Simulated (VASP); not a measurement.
# Shielding tensors and field gradients of LiHS, part 2 of 6

What are the shielding tensors of LiHS? The cell has space group Ama2. The start is a cell from a database of measured crystal structures.

VASP 6.6.1, plane waves and PAW; the level of theory is named at each step.

So far. Step 2 (Ground state): The cell has a gap of 3.22 eV on this mesh. Forces of up to 0.36 eV/Å remain in these settings, with PBE data sets under LDA.

## (3) Shielding tensors

This step: chemical shifts by linear response (GIPAW), LDA; plane waves and PAW (S, Li_sv, H) (VASP 6.6.1).

LCHIMAG computes the induced currents by linear response. It needs tightly converged orbitals and a cutoff well above the default; LEFG adds the field gradients at no cost.

INCAR reads:

```
SYSTEM = LiHS
PREC = Accurate
ENCUT = 700
EDIFF = 1E-09
NELM = 100
ISMEAR = 0
SIGMA = 0.01
LREAL = .FALSE.
ALGO = Normal
GGA = CA
NBANDS = 16
LWAVE = .FALSE.
LCHARG = .FALSE.
KPAR = 2
LCHIMAG = .TRUE.
LEFG = .TRUE.
DQ = 0.001
ICHIBARE = 1
LNMR_SYM_RED = .TRUE.
```

POSCAR reads:

```
LiHS
1.0
    6.1568700000      0.0000000000      0.0000000000
    0.0000000000      2.8092050000      2.7573900000
    0.0000000000     -2.8092050000      2.7573900000
S Li H
2 2 2
Direct
    0.7500000000      0.9987600000      0.4753400000
    0.2500000000      0.4753400000      0.9987600000
    0.5000000000      0.5016600000      0.5016600000
    0.0000000000      0.5016600000      0.5016600000
    0.2500000000      0.1330900000      0.9834900000
    0.7500000000      0.9834900000      0.1330900000
```

KPOINTS reads:

```
Automatic mesh
0
Gamma
4 6 6
0 0 0
```

PAW data sets: S, Li_sv and H (LDA family, release 64).

The run is started by

```console
$ mpirun -np 2 vasp_std
```

What it wrote:

```text
[banner, memory and clock lines left out]
running    2 mpi-ranks, on    1 nodes
 distrk:  each k-point on    1 cores,    2 groups
 distr:  one band on    1 cores,    1 groups

 POSCAR found type information on POSCAR S LiH
 POSCAR found :  3 types and       6 ions
 LDA part: xc-table for (Slater(with rela. corr.)+CA(PZ))
 , standard interpolation
 POSCAR, INCAR and KPOINTS ok, starting setup
 FFT: planning ... GRIDC
 FFT: planning ... GRID_SOFT
 FFT: planning ... GRID
 WAVECAR not read
 entering main loop
       N       E                     dE             d eps       ncg     rms          rms(c)
DAV:   1     0.115013952790E+03    0.11501E+03   -0.10178E+04  1248   0.142E+03
DAV:   2    -0.111394165792E+02   -0.12615E+03   -0.12144E+03  1544   0.265E+02
DAV:   3    -0.254117907846E+02   -0.14272E+02   -0.14224E+02  2456   0.713E+01
DAV:   4    -0.259829447034E+02   -0.57115E+00   -0.57041E+00  1736   0.163E+01
DAV:   5    -0.260430490640E+02   -0.60104E-01   -0.60100E-01  2080   0.362E+00    0.102E+01
DAV:   6    -0.252686462217E+02    0.77440E+00   -0.11538E+00  1488   0.476E+00    0.620E+00
DAV:   7    -0.251031301200E+02    0.16552E+00   -0.59215E-01  1816   0.341E+00    0.211E+00
DAV:   8    -0.250923291407E+02    0.10801E-01   -0.78295E-02  1768   0.154E+00    0.461E-01
DAV:   9    -0.250920038846E+02    0.32526E-03   -0.30868E-03  1784   0.348E-01    0.195E-01
DAV:  10    -0.250921151032E+02   -0.11122E-03   -0.70870E-04  1944   0.150E-01    0.355E-02
DAV:  11    -0.250921202394E+02   -0.51362E-05   -0.10608E-04  1776   0.679E-02    0.420E-02
DAV:  12    -0.250921204844E+02   -0.24504E-06   -0.62381E-06  1912   0.152E-02    0.224E-02
DAV:  13    -0.250921238270E+02   -0.33426E-05   -0.19232E-06  1600   0.872E-03    0.460E-03
DAV:  14    -0.250921237842E+02    0.42868E-07   -0.20565E-07  1824   0.304E-03    0.119E-03
DAV:  15    -0.250921237909E+02   -0.67108E-08   -0.61173E-08  1656   0.146E-03    0.516E-04
DAV:  16    -0.250921237923E+02   -0.14774E-08   -0.52772E-09  1760   0.516E-04    0.228E-04
DAV:  17    -0.250921237922E+02    0.12619E-09   -0.93568E-10  1376   0.245E-04
ion   1
     0.0000000    -0.0000000     5.2828528    -2.0378478     0.0000000     2.8402119
     0.0000369    -0.0000000     5.2828527    -2.0378478     0.0000000     2.8402119
     0.0000508    -0.0000000     5.2828527    -2.0378478     0.0000000     2.8402119
     0.0000700    -0.0000000     5.2828526    -2.0378478     0.0000000     2.8402119
     0.0000964    -0.0000000     5.2828525    -2.0378477     0.0000000     2.8402118

     0.0000000    -0.0000000   104.3800743   -41.4328303     0.0000000    57.3506960
     0.0000369    -0.0000000   104.3797722   -41.4327101     0.0000000    57.3505297
     0.0000508    -0.0000000   104.3795887   -41.4326371     0.0000000    57.3504287
     0.0000700    -0.0000000   104.3792838   -41.4325158     0.0000000    57.3502608
     0.0000964    -0.0000000   104.3787809   -41.4323157     0.0000000    57.3499840

ion   2
     0.0000000    -0.0000000    -5.2828528    -2.0378478     0.0000000     2.8402119
     0.0000369    -0.0000000    -5.2828527    -2.0378478     0.0000000     2.8402119
     0.0000508    -0.0000000    -5.2828527    -2.0378478     0.0000000     2.8402119
     0.0000700    -0.0000000    -5.2828526    -2.0378478     0.0000000     2.8402119
     0.0000964    -0.0000000    -5.2828525    -2.0378477     0.0000000     2.8402118

     0.0000000    -0.0000000  -104.3800743   -41.4328303     0.0000000    57.3506960
     0.0000369    -0.0000000  -104.3797722   -41.4327101     0.0000000    57.3505297
     0.0000508    -0.0000000  -104.3795887   -41.4326371     0.0000000    57.3504287
     0.0000700    -0.0000000  -104.3792838   -41.4325158     0.0000000    57.3502608
     0.0000964    -0.0000000  -104.3787809   -41.4323157     0.0000000    57.3499840

ion   3
     0.0000000     0.1125445     0.0000000    -0.1073357     0.0000000     0.1515102
     0.0000222     0.1125445     0.0000000    -0.1073357     0.0000000     0.1515102
     0.0000306     0.1125445     0.0000000    -0.1073357     0.0000000     0.1515102
     0.0000422     0.1125445     0.0000000    -0.1073357     0.0000000     0.1515102
     0.0000581     0.1125445     0.0000000    -0.1073357     0.0000000     0.1515102

     0.0000000     0.1260219     0.0000000    -0.1201894     0.0000000     0.1696539
     0.0000222     0.1260219     0.0000000    -0.1201894     0.0000000     0.1696539
     0.0000306     0.1260219     0.0000000    -0.1201894     0.0000000     0.1696539
     0.0000422     0.1260219     0.0000000    -0.1201894     0.0000000     0.1696539
     0.0000581     0.1260219     0.0000000    -0.1201894     0.0000000     0.1696539

ion   4
     0.0000000    -0.1125445     0.0000000    -0.1073357     0.0000000     0.1515102
     0.0000222    -0.1125445     0.0000000    -0.1073357     0.0000000     0.1515102
     0.0000306    -0.1125445     0.0000000    -0.1073357     0.0000000     0.1515102
     0.0000422    -0.1125445     0.0000000    -0.1073357     0.0000000     0.1515102
     0.0000581    -0.1125445     0.0000000    -0.1073357     0.0000000     0.1515102

     0.0000000    -0.1260219     0.0000000    -0.1201894     0.0000000     0.1696539
     0.0000222    -0.1260219     0.0000000    -0.1201894     0.0000000     0.1696539
     0.0000306    -0.1260219     0.0000000    -0.1201894     0.0000000     0.1696539
     0.0000422    -0.1260219     0.0000000    -0.1201894     0.0000000     0.1696539
     0.0000581    -0.1260219     0.0000000    -0.1201894     0.0000000     0.1696539

ion   5
     0.0000000    -0.0000000     2.5420541     0.8657238     0.0000000    -1.1591554
     0.0000116    -0.0000000     2.5420541     0.8657238     0.0000000    -1.1591554
     0.0000158    -0.0000000     2.5420541     0.8657238     0.0000000    -1.1591554
     0.0000215    -0.0000000     2.5420541     0.8657238     0.0000000    -1.1591554
     0.0000293    -0.0000000     2.5420541     0.8657238     0.0000000    -1.1591554

     0.0000000    -0.0000000     2.6558486     0.9044777     0.0000000    -1.2110447
     0.0000116    -0.0000000     2.6558486     0.9044777     0.0000000    -1.2110447
     0.0000158    -0.0000000     2.6558486     0.9044777     0.0000000    -1.2110447
     0.0000215    -0.0000000     2.6558486     0.9044777     0.0000000    -1.2110447
     0.0000293    -0.0000000     2.6558486     0.9044777     0.0000000    -1.2110447

ion   6
     0.0000000    -0.0000000    -2.5420541     0.8657238     0.0000000    -1.1591554
     0.0000116    -0.0000000    -2.5420541     0.8657238     0.0000000    -1.1591554
     0.0000158    -0.0000000    -2.5420541     0.8657238     0.0000000    -1.1591554
[...]
DAV:   2    -0.488218078469E+03   -0.94497E-04   -0.94497E-04  1552   0.212E-01
DAV:   3    -0.488218079879E+03   -0.14104E-05   -0.14103E-05  2080   0.258E-02
DAV:   4    -0.488218079889E+03   -0.98451E-08   -0.99186E-08  1696   0.237E-03
DAV:   5    -0.488218079890E+03   -0.42826E-09   -0.39129E-09  1888   0.346E-04
       N       E                     dE             d eps       ncg     rms
RMM:   1    -0.664136236839E+02   -0.66414E+02   -0.33221E+02  2358   0.827E+01
RMM:   2    -0.690528709204E+02   -0.26392E+01   -0.73288E+00  2577   0.153E+01
RMM:   3    -0.691979109517E+02   -0.14504E+00   -0.56799E-01  2618   0.488E+00
RMM:   4    -0.692105607011E+02   -0.12650E-01   -0.99521E-02  2754   0.193E+00
RMM:   5    -0.692112537553E+02   -0.69305E-03   -0.16413E-03  2693   0.262E-01
RMM:   6    -0.692112961892E+02   -0.42434E-04   -0.24670E-04  2793   0.695E-02
RMM:   7    -0.692112999346E+02   -0.37455E-05   -0.55538E-06  2744   0.128E-02
RMM:   8    -0.692113000619E+02   -0.12723E-06   -0.57750E-07  2764   0.349E-03
RMM:   9    -0.692113000734E+02   -0.11521E-07   -0.38437E-08  2510   0.834E-04
RMM:  10    -0.692113000741E+02   -0.65789E-09   -0.25717E-09  2003   0.224E-04
BDIR= 3  IDIR= 1  IQ=  0
DAV:   1    -0.488218489834E+03   -0.48822E+03   -0.14234E-10  1056   0.975E-05
DAV:   2    -0.488218489834E+03    0.57412E-10   -0.34487E-11  1000   0.431E-05
       N       E                     dE             d eps       ncg     rms
RMM:   1    -0.664104233212E+02   -0.66410E+02   -0.33219E+02  2358   0.827E+01
RMM:   2    -0.690490161438E+02   -0.26386E+01   -0.73295E+00  2577   0.153E+01
RMM:   3    -0.691940417099E+02   -0.14503E+00   -0.56815E-01  2608   0.488E+00
RMM:   4    -0.692066758589E+02   -0.12634E-01   -0.99472E-02  2748   0.193E+00
RMM:   5    -0.692073679888E+02   -0.69213E-03   -0.16401E-03  2677   0.262E-01
RMM:   6    -0.692074103511E+02   -0.42362E-04   -0.24651E-04  2776   0.694E-02
RMM:   7    -0.692074140825E+02   -0.37314E-05   -0.54795E-06  2716   0.128E-02
RMM:   8    -0.692074142126E+02   -0.13004E-06   -0.58728E-07  2741   0.353E-03
RMM:   9    -0.692074142247E+02   -0.12155E-07   -0.41327E-08  2455   0.847E-04
RMM:  10    -0.692074142255E+02   -0.73976E-09   -0.25571E-09  1956   0.225E-04
BDIR= 3  IDIR= 1  IQ=  1
DAV:   1    -0.488218803498E+03   -0.48822E+03   -0.21154E-02  1568   0.791E-01
DAV:   2    -0.488218898229E+03   -0.94731E-04   -0.94731E-04  1568   0.212E-01
DAV:   3    -0.488218899645E+03   -0.14160E-05   -0.14160E-05  2080   0.256E-02
DAV:   4    -0.488218899655E+03   -0.10127E-07   -0.10117E-07  1696   0.238E-03
DAV:   5    -0.488218899655E+03   -0.36584E-09   -0.39631E-09  1888   0.348E-04
       N       E                     dE             d eps       ncg     rms
RMM:   1    -0.664063249204E+02   -0.66406E+02   -0.33215E+02  2357   0.827E+01
RMM:   2    -0.690442536246E+02   -0.26379E+01   -0.73302E+00  2577   0.153E+01
RMM:   3    -0.691892202267E+02   -0.14497E+00   -0.56786E-01  2618   0.488E+00
RMM:   4    -0.692018870271E+02   -0.12667E-01   -0.99590E-02  2753   0.193E+00
RMM:   5    -0.692025816448E+02   -0.69462E-03   -0.16394E-03  2693   0.262E-01
RMM:   6    -0.692026240935E+02   -0.42449E-04   -0.24691E-04  2789   0.695E-02
RMM:   7    -0.692026278370E+02   -0.37436E-05   -0.55324E-06  2745   0.128E-02
RMM:   8    -0.692026279643E+02   -0.12723E-06   -0.58127E-07  2760   0.353E-03
RMM:   9    -0.692026279761E+02   -0.11827E-07   -0.41186E-08  2516   0.850E-04
RMM:  10    -0.692026279768E+02   -0.67385E-09   -0.25400E-09  1999   0.224E-04
BDIR= 3  IDIR= 2  IQ= -1
DAV:   1    -0.488233907458E+03   -0.48823E+03   -0.18670E-02  1624   0.769E-01
DAV:   2    -0.488234005307E+03   -0.97849E-04   -0.97849E-04  1576   0.217E-01
DAV:   3    -0.488234006838E+03   -0.15316E-05   -0.15316E-05  2144   0.273E-02
DAV:   4    -0.488234006851E+03   -0.12667E-07   -0.12676E-07  1704   0.250E-03
DAV:   5    -0.488234006851E+03   -0.40546E-09   -0.39764E-09  1920   0.375E-04
       N       E                     dE             d eps       ncg     rms
RMM:   1    -0.667148633011E+02   -0.66715E+02   -0.31833E+02  2295   0.824E+01
RMM:   2    -0.691924895913E+02   -0.24776E+01   -0.75728E+00  2483   0.154E+01
RMM:   3    -0.693463568653E+02   -0.15387E+00   -0.61003E-01  2564   0.495E+00
RMM:   4    -0.693596864895E+02   -0.13330E-01   -0.90977E-02  2666   0.180E+00
RMM:   5    -0.693604288034E+02   -0.74231E-03   -0.21378E-03  2677   0.274E-01
RMM:   6    -0.693604845166E+02   -0.55713E-04   -0.27479E-04  2705   0.729E-02
RMM:   7    -0.693604887849E+02   -0.42683E-05   -0.91261E-06  2690   0.146E-02
RMM:   8    -0.693604889532E+02   -0.16821E-06   -0.65452E-07  2692   0.397E-03
RMM:   9    -0.693604889719E+02   -0.18756E-07   -0.98539E-08  2489   0.119E-03
RMM:  10    -0.693604889733E+02   -0.13898E-08   -0.43147E-09  1886   0.278E-04
RMM:  11    -0.693604889734E+02   -0.68638E-10   -0.34187E-10  1526   0.105E-04
BDIR= 3  IDIR= 2  IQ=  0
DAV:   1    -0.488218489834E+03   -0.48822E+03   -0.14353E-10  1056   0.975E-05
DAV:   2    -0.488218489834E+03   -0.23419E-10   -0.35470E-11  1000   0.431E-05
       N       E                     dE             d eps       ncg     rms
RMM:   1    -0.666986131252E+02   -0.66699E+02   -0.31826E+02  2294   0.824E+01
RMM:   2    -0.691794120142E+02   -0.24808E+01   -0.75842E+00  2486   0.155E+01
RMM:   3    -0.693332856599E+02   -0.15387E+00   -0.60988E-01  2563   0.495E+00
RMM:   4    -0.693466147003E+02   -0.13329E-01   -0.91003E-02  2662   0.180E+00
RMM:   5    -0.693473571500E+02   -0.74245E-03   -0.21371E-03  2667   0.274E-01
RMM:   6    -0.693474127132E+02   -0.55563E-04   -0.27417E-04  2696   0.727E-02
RMM:   7    -0.693474169317E+02   -0.42186E-05   -0.87751E-06  2672   0.144E-02
RMM:   8    -0.693474170944E+02   -0.16264E-06   -0.66399E-07  2665   0.397E-03
RMM:   9    -0.693474171132E+02   -0.18782E-07   -0.97875E-08  2442   0.119E-03
RMM:  10    -0.693474171146E+02   -0.13886E-08   -0.43744E-09  1861   0.282E-04
RMM:  11    -0.693474171146E+02   -0.71225E-10   -0.35257E-10  1510   0.107E-04
BDIR= 3  IDIR= 2  IQ=  1
DAV:   1    -0.488202876449E+03   -0.48820E+03   -0.18683E-02  1624   0.769E-01
DAV:   2    -0.488202973921E+03   -0.97472E-04   -0.97472E-04  1584   0.217E-01
DAV:   3    -0.488202975439E+03   -0.15178E-05   -0.15178E-05  2144   0.271E-02
DAV:   4    -0.488202975451E+03   -0.11498E-07   -0.11510E-07  1688   0.245E-03
DAV:   5    -0.488202975451E+03   -0.38204E-09   -0.39399E-09  1936   0.370E-04
       N       E                     dE             d eps       ncg     rms
RMM:   1    -0.666862904490E+02   -0.66686E+02   -0.31825E+02  2294   0.824E+01
RMM:   2    -0.691655189666E+02   -0.24792E+01   -0.75823E+00  2485   0.155E+01
RMM:   3    -0.693192964840E+02   -0.15378E+00   -0.60973E-01  2562   0.495E+00
RMM:   4    -0.693326285883E+02   -0.13332E-01   -0.91048E-02  2669   0.180E+00
RMM:   5    -0.693333712840E+02   -0.74270E-03   -0.21350E-03  2674   0.274E-01
RMM:   6    -0.693334268073E+02   -0.55523E-04   -0.27369E-04  2706   0.728E-02
RMM:   7    -0.693334310624E+02   -0.42551E-05   -0.91058E-06  2690   0.145E-02
RMM:   8    -0.693334312277E+02   -0.16521E-06   -0.64601E-07  2687   0.394E-03
RMM:   9    -0.693334312463E+02   -0.18599E-07   -0.97849E-08  2476   0.119E-03
RMM:  10    -0.693334312476E+02   -0.13707E-08   -0.43532E-09  1899   0.281E-04
RMM:  11    -0.693334312477E+02   -0.68823E-10   -0.33867E-10  1519   0.105E-04
       N       E                     dE             d eps       ncg     rms
RLQ:   1    -0.607821662684E-01   -0.60782E-01   -0.12887E-01  2275   0.108E+00
RLQ:   2    -0.638787837146E-01   -0.30966E-02   -0.10786E-02  2618   0.302E-01
RLQ:   3    -0.639858174151E-01   -0.10703E-03   -0.35998E-04  2591   0.569E-02
RLQ:   4    -0.639927658415E-01   -0.69484E-05   -0.23302E-05  2679   0.149E-02
RLQ:   5    -0.639931464205E-01   -0.38058E-06   -0.13267E-06  2431   0.343E-03
RLQ:   6    -0.639931749522E-01   -0.28532E-07   -0.11095E-07  2268   0.938E-04
RLQ:   7    -0.639931770277E-01   -0.20755E-08   -0.69492E-09  1901   0.238E-04
RLQ:   8    -0.639931771726E-01   -0.14494E-09   -0.52002E-10  1523   0.799E-05
```

Run time: 32 min. Hardware: 2 MPI ranks of AMD EPYC 7R43, shared host; peak memory 1.1 GiB; 63 min of CPU time.

(Continued in part 3 of 6.)

[Lines on the potential files, build, host, timing and source positions are cut from VASP's logs without a mark.]

[Logs are printed without paths, hosts, clocks, repeated set-up lines and the standing remarks that a program may print on its own settings, such as how far it seeks lower states.]

[Hosts, paths, dates, database ids (printed as entryN), source tags and the programs' standing remarks are cut or masked in the printed files.]
